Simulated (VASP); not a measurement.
CoSi:

```xyz
8
Lattice="4.4380 0.0000 0.0000 0.0000 4.4380 0.0000 0.0000 0.0000 4.4380" Properties=species:S:1:pos:R:3 pbc="T T T"
Co    0.6213    0.6213    0.6213
Co    1.5977    3.8167    2.8403
Co    2.8403    1.5977    3.8167
Co    3.8167    2.8403    1.5977
Si    3.7412    3.7412    3.7412
Si    2.9158    0.6968    1.5222
Si    1.5222    2.9158    0.6968
Si    0.6968    1.5222    2.9158
```

| Quantity | Value |
| --- | --- |
| Program | VASP 6.6.1 |
| Task | relaxation of cell and atoms |
| Functional | LDA |
| Potentials or basis | VASP PAW LDA potentials, release 64 (Co, Si) |
| Cutoff | 600 eV |
| k mesh | 8 × 8 × 8 |
| Occupations | methfessel-paxton, width 0.1 eV |
| Spin | no spin polarisation |

At the start: pressure -12.5 GPa; volume 10.93 Å³/atom.

Question: Where does the relaxation end?

Answer: Over 10 steps the energy falls by 27.8 meV/atom and the volume is 10.30 Å³/atom (-5.7 %); space group P2_13 (No. 198, to 0.05 Å).

Step by step:
```
step  energy change (eV)  largest force (eV/Å)  pressure (GPa)  volume (Å³)
   1              0.0000                0.1644          -12.46        87.41
   2              0.1548                0.5937           21.50        77.10
   3             -0.1941                0.3425           -0.10        82.78
   4             -0.1941                0.3462            0.16        82.69
   5             -0.2110                0.2202            0.36        82.56
   6             -0.2218                0.0597            0.56        82.37
   7             -0.2219                0.0620            0.36        82.35
   8             -0.2219                0.0064           -0.73        82.68
   9             -0.2223                0.0316           -0.22        82.52
  10             -0.2225                0.0052            0.02        82.43
```

Final structure:
```
CELL_PARAMETERS angstrom
4.35214 0.00000 0.00000
0.00000 4.35214 0.00000
0.00000 0.00000 4.35214
ATOMIC_POSITIONS crystal
Co 0.14578 0.14578 0.14578
Co 0.35422 0.85422 0.64578
Co 0.64578 0.35422 0.85422
Co 0.85422 0.64578 0.35422
Si 0.84316 0.84316 0.84316
Si 0.65684 0.15684 0.34316
Si 0.34316 0.65684 0.15684
Si 0.15684 0.34316 0.65684
```
